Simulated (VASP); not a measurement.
Input:

```yaml
crystal:
  lattice:
    - [1.27116, -2.20171, 0.00000]
    - [1.27116, 2.20171, 0.00000]
    - [0.00000, 0.00000, 4.20425]
  atoms:
    - { symbol: B, position: [0.66667, 0.33333, 0.50022] }
    - { symbol: B, position: [0.33333, 0.66667, 0.00022] }
    - { symbol: N, position: [0.66667, 0.33333, 0.87478] }
    - { symbol: N, position: [0.33333, 0.66667, 0.37478] }
```

Calculation: PBE GGA with D3 dispersion (Becke-Johnson damping), VASP's PBE PAW potentials (set 64) (plane waves; VASP). Run with 520 eV cut-off, Gaussian smearing of 0.050 eV, potentials B N.

Give the energies of bands 3 to 11 at the high-symmetry points, in eV from the valence-band maximum.

| band | Γ | M | K | A | L | H |
|---|---|---|---|---|---|---|
| 3 | -10.96 | -9.52 | -9.28 | -5.73 | -10.05 | -8.86 |
| 4 | -2.13 | -7.82 | -7.22 | -5.73 | -10.05 | -8.86 |
| 5 | -2.13 | -6.93 | -7.22 | -1.18 | -3.79 | -7.77 |
| 6 | -0.27 | -5.01 | -5.46 | -1.18 | -3.79 | -7.77 |
| 7 | 0.00 | -4.43 | -5.44 | -1.18 | -3.58 | -3.04 |
| 8 | 0.00 | -2.12 | -5.44 | -1.18 | -3.58 | -3.04 |
| 9 | 8.39 | 6.73 | 5.18 | 9.54 | 6.61 | 9.37 |
| 10 | 8.39 | 7.98 | 13.54 | 9.54 | 6.61 | 9.37 |
| 11 | 8.64 | 10.63 | 13.54 | 9.95 | 10.07 | 10.21 |

The gap is indirect, 5.18 eV, from the valence maximum at Γ to the conduction minimum at K.

The compound is BN in the wurtzite structure, a metastable high-pressure form. It was relaxed first.
